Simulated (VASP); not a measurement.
Sc2InSb3: band structure with PBE

Crystal: Sc2InSb3.

```
CELL_PARAMETERS angstrom
-2.09206 2.09206 9.31513
2.09206 -2.09206 9.31513
2.09206 2.09206 -9.31513
ATOMIC_POSITIONS crystal
Sc 0.66797 0.66797 0.00000
Sc 0.33203 0.33203 0.00000
In 0.00000 0.00000 0.00000
Sb 0.82794 0.82794 0.00000
Sb 0.17206 0.17206 0.00000
Sb 0.50000 0.50000 0.00000
```

The cell was built by a generator and needn't be a form met in nature.

```yaml
Program: VASP 6.6.1
Task: band structure
Functional: PBE
Potentials_or_basis: VASP PAW PBE potentials, release 64 (Sc_sv, In_d, Sb)
Cutoff: 520 eV
k_mesh: 10 × 10 × 10
Occupations: gaussian, width 0.1 eV
Spin: no spin polarisation
Further_INCAR_settings: ALGO = Normal; EDIFF = 1e-06
```

```yaml
Pressure: 0.0 GPa
Largest_force: 0.008 eV/Å
Band_gap_along_the_path: none (metal or under the smearing width)
```

Forces in eV/Å, atoms in the order of the input:
```
Sc   0.000  0.000  0.001
Sc   0.000  0.000 -0.001
In   0.000  0.000  0.000
Sb   0.000  0.000 -0.008
Sb   0.000  0.000  0.008
Sb   0.000  0.000  0.000
```

Levels at the corners of the path, in eV from the Fermi level:
```tsv
point	band 23	band 24	band 25	band 26	band 27	band 28
Γ	-0.45	0.04	0.55	0.98	0.98	1.04
X	-1.71	-1.21	-1.06	-0.20	0.35	0.99
X	-1.71	-1.21	-1.06	-0.20	0.35	0.99
Y	-1.70	-1.26	-1.11	-0.18	0.41	0.99
Y	-1.70	-1.26	-1.11	-0.18	0.41	0.99
S	-1.25	-0.90	0.41	1.78	1.80	2.08
S	-1.25	-0.90	0.41	1.78	1.80	2.08
Γ	-0.45	0.04	0.55	0.98	0.98	1.04
Γ	-0.45	0.04	0.55	0.98	0.98	1.04
Z	-0.34	-0.13	0.02	0.58	0.58	0.58
Z	-0.34	-0.13	0.02	0.58	0.58	0.58
S1	-1.25	-0.90	0.41	1.78	1.80	2.08
S1	-1.25	-0.90	0.41	1.78	1.80	2.08
N	-1.27	-0.97	0.44	1.75	1.76	2.01
N	-1.27	-0.97	0.44	1.75	1.76	2.02
P	-1.55	-1.46	-1.46	0.10	0.66	0.66
P	-1.55	-1.46	-1.46	0.10	0.66	0.66
Y1	-1.70	-1.26	-1.11	-0.18	0.41	0.99
Y1	-1.70	-1.26	-1.11	-0.18	0.41	0.99
Z	-0.34	-0.13	0.02	0.58	0.58	0.58
X	-1.71	-1.21	-1.06	-0.20	0.35	0.99
P	-1.55	-1.46	-1.46	0.10	0.66	0.66
```

It took 16 min on 4 MPI ranks on Intel(R) Xeon(R) 6975P-C (Granite Rapids), on a shared host, peak memory 1.3 GiB a rank.

Caveat: spin-orbit coupling is left out, which moves the levels of the heavy elements.
